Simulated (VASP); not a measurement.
Here is the system:

```
TiO2
1.0
    4.42985     0.00000     0.00000
    0.00000     4.42985     0.00000
    0.00000     0.00000     2.87743
Ti O
2 4
Direct
  0.00000   0.00000   0.00000
  0.50000   0.50000   0.50000
  0.30205   0.30205   0.00000
  0.80205   0.19795   0.50000
  0.19795   0.80205   0.50000
  0.69795   0.69795   0.00000
```

All values below come from LDA (Ceperley-Alder, Perdew-Zunger), VASP's LDA PAW potentials (set 64) (plane waves; VASP). Settings: 620 eV cut-off, 5×5×8 Γ-centred mesh, Gaussian smearing of 0.050 eV, potentials Ti_sv O.

Question: Estimate the energy per atom (σ→0), pressure, band gap (on the k-mesh) with the smallest direct gap where there is one.

Answer: 
```
Property                                      Value
-----------------------------------  --------------
band gap (on the k-mesh)                    1.89 eV
smallest direct gap (on the k-mesh)         1.89 eV
energy per atom (σ→0)                -9.757 eV/atom
pressure                                  19.97 GPa
```

Only differences to runs with the same potentials and settings are physical.

The compound is TiO2 in the rutile structure. It was relaxed first under an external pressure of 20 GPa.
